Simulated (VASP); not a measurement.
Energy against volume of PdIn (CsCl type). Computed with MS2 meta-GGA, VASP's PBE PAW potentials (set 64) (plane waves; VASP). Run with 520 eV cut-off, 11×11×11 Γ-centred mesh, first-order Methfessel-Paxton smearing of 0.10 eV, potentials In_d Pd.

```tsv
V (Å³/atom)	E (eV/atom)
16.649	-1.77419
17.164	-1.78110
17.679	-1.77440
18.194	-1.75549
```

### Question
Fit these four points and predict the energy of the run at 16.134 Å³/atom.

### Answer
A cubic in V^(−2/3), the third-order Birch-Murnaghan form, passes through the four points with V0 = 17.16 Å³/atom and B0 = 141 GPa, and gives -1.7521 eV/atom there. The run gave -1.7510 eV/atom, +1.2 meV/atom from the fit; all five points give B0 = 144 GPa.

The compound is PdIn in the CsCl type structure. It was relaxed first.
